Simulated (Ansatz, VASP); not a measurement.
# Two plane-wave programs on NaAl

```
Na Al
1.0
     0.00000    2.62810    2.62810
     2.62810    0.00000    2.62810
     2.62810    2.62810    0.00000
Na Al
1 1
Direct
  0.00000 0.00000 0.00000
  0.50000 0.50000 0.50000
```

Alike in both runs: task relaxation of cell and atoms; functional PBE; k mesh 6 × 6 × 6; occupations gaussian, width 0.1 eV; no spin polarisation.

|  | VASP | Ansatz |
| --- | --- | --- |
| version | VASP 6.6.1 | Ansatz 0.2.0 |
| potentials or method | VASP PAW PBE potentials, release 64 (Na_pv, Al) | scalar-relativistic, plane waves, PAW |
| plane-wave cutoff (eV) | 600 | 420 |
| valence electrons in the cell | 10 | 12 |

Ansatz gave:

```
gap on the k mesh at the Fermi level, each at its own relaxed structure (eV) : none
relaxed volume (Å³/atom)                                                     : 28.74
relaxed cell length with the largest relative difference (Å)                 : 4.332
energy change over the relaxation (meV/atom)                                 : -468
```

**Question.** Which values does VASP return?

**Answer.** gap on the k mesh at the Fermi level, each at its own relaxed structure (eV): none; relaxed volume (Å³/atom): 29.15; relaxed cell length with the largest relative difference (Å): 4.353; energy change over the relaxation (meV/atom): -470.

A gap of «none» marks a metal or a gap that the smearing closes. The two sets of potentials don't hold the same shells in valence.

Caveats: the volume moved by over 15 % at a fixed basis, so the end points are rough (VASP).
